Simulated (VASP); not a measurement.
**VASP run on Fe**

System: Fe, 1 atom in the cell.

VASP input. INCAR
```
ISMEAR = -1
SIGMA = 0.1
ISIF = 2
ISPIN = 2
MAGMOM = 1*2.2
NBANDS = 16
LASPH = .TRUE.
LMAXMIX = 4
NELM = 200
LREAL = .FALSE.
EDIFF = 1E-8
ALGO = Normal
PREC = Accurate
ENCUT = 680
ISTART = 1
ICHARG = 0
NELMIN = 4
LORBIT = 11
```

KPOINTS
```
mesh
0
Gamma
12 12 12
0 0 0
```

POSCAR
```
Fe
1.0
    -1.433000    1.433000    1.433000
     1.433000   -1.433000    1.433000
     1.433000    1.433000   -1.433000
Fe
1
Direct
  0.000000 0.000000 0.000000
```

Potentials (PBE.64), in the order of POSCAR: Fe_pv

The WAVECAR comes from an earlier, cheaper step on the same cell.

Output, in brief

```json
{
  "Pressure": "-5.88 GPa",
  "Free energy TOTEN": "-8.2796 eV",
  "Energy (σ→0)": "-8.2643 eV",
  "Smearing term TS": "30.5 meV/atom",
  "Net moment": "2.25 μB",
  "Valence electrons": "14",
  "Irreducible k-points": "72"
}
```

Stress in kB (compression positive), XX YY ZZ XY YZ ZX:
```
-58.78  -58.78  -58.78  0.00  0.00  0.00
```

VASP prints the stress at a fixed plane-wave basis, so it holds the Pulay stress of this cutoff.

The k-mesh is modest, so these values aren't fully converged in k.
